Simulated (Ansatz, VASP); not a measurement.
# Cross-check of Ga6P6H13 (GaP wire along [111], 24 atoms a period, H-terminated) between VASP and Ansatz, part 3 of 3

Wanted: the spread between two codes on one cell, functional and k mesh. Of the first pair: The structure shown is the start of the Ansatz relaxation below; VASP solves that cell, so the two are compared at the walk's first step.

VASP 6.6.1 and Ansatz 0.2.0.

So far. Step 4 (Differences): The forces differ by 11 meV/Å r.m.s., which is 3.1 % of the r.m.s. force of 0.365 eV/Å (both taken over all components).

### 6. VASP: single point, PBE, relaxed cell, pair 2

Level of this step: PBE; plane waves and PAW (Ga_d, P, H) (VASP).

The same cell, functional, mesh and smearing now go to VASP, with its own data sets.

INCAR reads:

```
SYSTEM = Ga6P6H13
PREC = Accurate
ENCUT = 500
EDIFF = 1E-06
NELM = 120
ISMEAR = -1
SIGMA = 0.05
LREAL = Auto
ALGO = Normal
GGA = PE
NBANDS = 160
LORBIT = 11
LWAVE = .FALSE.
LCHARG = .FALSE.
ISIF = 2
LASPH = .TRUE.
GGA_COMPAT = .FALSE.
EFERMI = MIDGAP
KPAR = 4
```

POSCAR reads:

```
Ga6P6H13
1.0
   15.2240000000      0.0000000000      0.0000000000
    0.0000000000     16.3860000000      0.0000000000
    0.0000000000      0.0000000000      9.5144082942
Ga P H
12 12 26
Direct
    0.2937725907      0.6496639861      0.9870402791
    0.4285649413      0.4442627777      0.9967761514
    0.5527483351      0.6433845430      0.9967571476
    0.4323159371      0.5751211987      0.3461182740
    0.5605222212      0.3644018130      0.3318706678
    0.6928034271      0.5765833052      0.3318589306
    0.2922397754      0.5056044842      0.6508461541
    0.4667177224      0.2634011519      0.6702507441
    0.4268283239      0.7224761192      0.6508385165
    0.5515229665      0.5110205612      0.6663426335
    0.7398543233      0.7030829411      0.6696691197
    0.6908444330      0.4358711311      0.9870448206
    0.3082617942      0.6417915332      0.2398520874
    0.4363989673      0.4416717502      0.2476150193
    0.5589349543      0.6382427943      0.2476162712
    0.6787545821      0.4424410479      0.2396938341
    0.4239399045      0.5795216358      0.5908532962
    0.5561969303      0.3734015847      0.5816372124
    0.6822206017      0.5758211338      0.5816119322
    0.3041736857      0.5129908509      0.9058487831
    0.4338406055      0.3067524633      0.9117024351
    0.4265554755      0.7092527096      0.9058470205
    0.5583482127      0.5073683642      0.9166066635
    0.6835887106      0.7077016563      0.9115170778
    0.5566874501      0.2747674820      0.2748976307
    0.7746204535      0.6241536014      0.2747494685
    0.2310801900      0.6075514964      0.2996548929
    0.3017412260      0.7210066010      0.2997195576
    0.3589411729      0.4025000332      0.2973972408
    0.5570185626      0.7201253640      0.2975548658
    0.7543884235      0.4017146139      0.2930958132
    0.2107485065      0.5581651469      0.6062804428
    0.3028264236      0.4137263453      0.6079111332
    0.3763317124      0.2650844967      0.5934197108
    0.3367570385      0.7614370362      0.6070714154
    0.5266007508      0.1866422119      0.6871465369
    0.5174635999      0.7600777057      0.6070147062
    0.6924477583      0.7746634156      0.5930888579
    0.8413752377      0.6934707775      0.6858113875
    0.6433635640      0.3500256258      0.6180423984
    0.7475474321      0.5173927889      0.6183238289
    0.2079699674      0.6959026017      0.9465968029
    0.6795481508      0.3449123960      0.9392102170
    0.7703434974      0.4899626894      0.9391436467
    0.2305557359      0.4723135208      0.9662391512
    0.3555771629      0.2682735654      0.9593022912
    0.4278491756      0.7888638170      0.9660742247
    0.4931732577      0.2685466576      0.0064212318
    0.6805410513      0.7898627933      0.9593776247
    0.7489547293      0.6788367280      0.0058647115
```

KPOINTS reads:

```
Automatic mesh
0
Gamma
1 1 9
0 0 0
```

PAW data sets: Ga_d, P and H (PBE family, release 64).

Command:

```
$ mpirun -np 8 vasp_std
```

Numbers of over 12 decimals in the logs are rounded to 6 here.

The log of the run:

```text
[banner, memory and clock lines left out]
running    8 mpi-ranks, on    1 nodes
[...]
[... a notice as in an earlier step ...]

 LDA part: xc-table for (Slater+PW92), standard interpolation
 POSCAR, INCAR and KPOINTS ok, starting setup
[...]
entering main loop
       N       E                     dE             d eps       ncg     rms          rms(c)
DAV:   1     0.166827346281E+04    0.16683E+04   -0.94161E+04  1912   0.126E+03
DAV:   2     0.406874956461E+02   -0.16276E+04   -0.15557E+04  2192   0.299E+02
DAV:   3    -0.182609714963E+03   -0.22330E+03   -0.22157E+03  1960   0.120E+02
DAV:   4    -0.201022826832E+03   -0.18413E+02   -0.18363E+02  2256   0.354E+01
[...]
DAV:  25    -0.191430939254E+03   -0.44174E-05   -0.36690E-07  1312   0.232E-03    0.453E-04
DAV:  26    -0.191430941900E+03   -0.26461E-05   -0.34382E-07  1296   0.274E-03    0.234E-04
DAV:  27    -0.191430942459E+03   -0.55937E-06   -0.13752E-07  1384   0.152E-03
   1 F= -.19143094E+03 E0= -.19143094E+03  d E =-.372950E-13
```

From OUTCAR (step 6):

```text
  Total       -1.0439285     -0.9220110     -0.5969052      0.0826534      0.0333820     -0.0599204
  in kB       -0.7046896     -0.6223908     -0.4029326      0.0557940      0.0225341     -0.0404485
  external PRESSURE =      -0.5766710 kB  Pullay stress =       0.0000000 kB

 POSITION                                       TOTAL-FORCE (eV/Angst)
 -----------------------------------------------------------------------------------
      4.47239     10.64539      9.39110        -0.021326      0.014523     -0.013103
      6.52447      7.27969      9.48374         0.010726      0.015636      0.003607
      8.41504     10.54250      9.48355        -0.006731     -0.016953      0.003939
      6.58158      9.42394      3.29311         0.000787     -0.000610      0.007930
      8.53339      5.97109      3.15755         0.004886     -0.030448     -0.010056
     10.54724      9.44789      3.15744         0.028120      0.009883     -0.011016
      4.44906      8.28484      6.19242        -0.033239     -0.011604     -0.039245
      7.10531      4.31609      6.37704        -0.006332     -0.034475     -0.017778
      6.49803     11.83849      6.19234        -0.005290      0.035388     -0.039033
      8.39639      8.37358      6.33986         0.000814     -0.000929     -0.002954
     11.26354     11.52072      6.37151         0.027548      0.022545     -0.017145
     10.51742      7.14218      9.39115         0.015464     -0.009884     -0.017631
      4.69298     10.51640      2.28205        -0.031136      0.015779      0.030307
      6.64374      7.23723      2.35591        -0.026197     -0.014620      0.006762
[...]
-----------------------------------------------------------------------------------
    total drift:                                0.017125      0.009874      0.001888

  FREE ENERGIE OF THE ION-ELECTRON SYSTEM (eV)
  ---------------------------------------------------
  free  energy   TOTEN  =      -191.4309424595 eV

  energy  without entropy=     -191.4309424595  energy(sigma->0) =     -191.43094246

[... 1 part as in an earlier step ...]

[... 2 further parts left out ...]
[key lines of the parts left out:]
E-fermi :  -1.9748
```

### 7. Side by side

What differs besides the data sets and the points named for the pairs above, as far as they apply: the cutoff is 420 eV in Ansatz and 500 eV in VASP (PREC = Accurate, projectors in real space); Ansatz's pressure holds a Pulay correction, VASP's none. Total energies have different zeros and are not compared.

Compared:

```
              quantity  Ansatz   VASP  difference
        pressure (GPa)   -0.01  -0.06       +0.05
gap on the k mesh (eV)   3.218  3.218       0.000
```

Forces on 7 of the 50 atoms, those with the largest forces and the largest differences (eV/Å; atoms numbered as in POSCAR):

```
atom          Ansatz x, y, z            VASP x, y, z
 Ga7  -0.016, -0.002, -0.019  -0.033, -0.012, -0.039
 Ga9   -0.007, 0.014, -0.019   -0.005, 0.035, -0.039
 P13   -0.001, 0.001, -0.001    -0.031, 0.016, 0.030
 P21    0.004, -0.018, 0.009   -0.004, -0.042, 0.048
 P24     0.017, 0.005, 0.008     0.034, 0.027, 0.050
 H32    0.020, -0.016, 0.013    0.035, -0.026, 0.020
 H35    0.023, -0.008, 0.012    0.039, -0.018, 0.019
```

The forces differ by 16 meV/Å r.m.s., where the r.m.s. force is 0.007 eV/Å in Ansatz and 0.020 eV/Å in VASP: the atoms lie near their places of rest in Ansatz, so a percentage would say little (all taken over all components). A gap on the mesh is an upper bound, since the band edges may lie between its points.

### 8. What came out

```
r.m.s. force difference (single point, PBE, start cell, pair 1)   : 3.1 % of the r.m.s. force
r.m.s. force difference (single point, PBE, relaxed cell, pair 2) : 16 meV/Å
```

**Reading.** The r.m.s. force difference is 16 meV/Å (single point, PBE, relaxed cell, pair 2), beyond the 12 meV/Å picked in this series as the mark of a large difference. What causes the difference of the single point, PBE, relaxed cell, pair 2 pair stays open here. How closely two codes agree says nothing of how well the functional describes the real material.

[Lines on the potential files, build, host, timing and source positions are cut from VASP's logs without a mark.]

[Logs are printed without paths, hosts, clocks, repeated set-up lines and the standing remarks that a program may print on its own settings, such as how far it seeks lower states.]

[Hosts, paths, dates, database ids (printed as entryN), source tags and the programs' standing remarks are cut or masked in the printed files.]
